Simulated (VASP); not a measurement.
OSZICAR of a VASP run on Gd (hcp):

**OSZICAR**
```
       N       E                     dE             d eps       ncg     rms          rms(c)
DAV:   1     0.450327465911E+02    0.45033E+02   -0.87960E+03  1456   0.121E+03
DAV:   2    -0.963618406981E+00   -0.45996E+02   -0.45073E+02  1586   0.236E+02
DAV:   3    -0.284018619735E+01   -0.18766E+01   -0.17010E+01  2042   0.276E+01
DAV:   4    -0.288130783151E+01   -0.41122E-01   -0.40932E-01  1774   0.412E+00
DAV:   5    -0.288273651313E+01   -0.14287E-02   -0.14282E-02  2246   0.538E-01    0.208E+01
DAV:   6    -0.290351696697E+01   -0.20780E-01   -0.24466E-02  1611   0.129E+00    0.125E+01
DAV:   7    -0.292408782768E+01   -0.20571E-01   -0.48928E-02  1541   0.186E+00    0.240E-01
DAV:   8    -0.292443501409E+01   -0.34719E-03   -0.29399E-03  1915   0.371E-01    0.932E-02
DAV:   9    -0.292456813787E+01   -0.13312E-03   -0.33381E-04  1986   0.129E-01    0.453E-02
DAV:  10    -0.292455817059E+01    0.99673E-05   -0.55903E-05  1664   0.549E-02    0.551E-02
DAV:  11    -0.292456686163E+01   -0.86910E-05   -0.16203E-05  1656   0.306E-02    0.320E-03
DAV:  12    -0.292456723955E+01   -0.37792E-06   -0.26492E-07   988   0.390E-03
   1 F= -.29245672E+01 E0= -.29252185E+01  d E =-.292457E+01
```

Task: Which electronic solver shows in the log?

Result: It is blocked Davidson (ALGO = Normal, or the opening steps of other solvers). The INCAR had ALGO = Normal.

Task: Can the final energy be trusted as converged?

Result: Self-consistency was reached. It stopped with EDIFF = 1E-6, NELM = 100, NSW = 60 and EDIFFG = -0.01 after 1 ionic step (vdW-DF2, plane waves, VASP's PBE PAW potentials (set 64)). The 4f electrons are frozen in the core of the lanthanide potential, so 4f levels, which can set the real gap, and their magnetism are missing.

The compound is Gd in the hcp structure. It was relaxed first. The start is the result of an earlier pass.
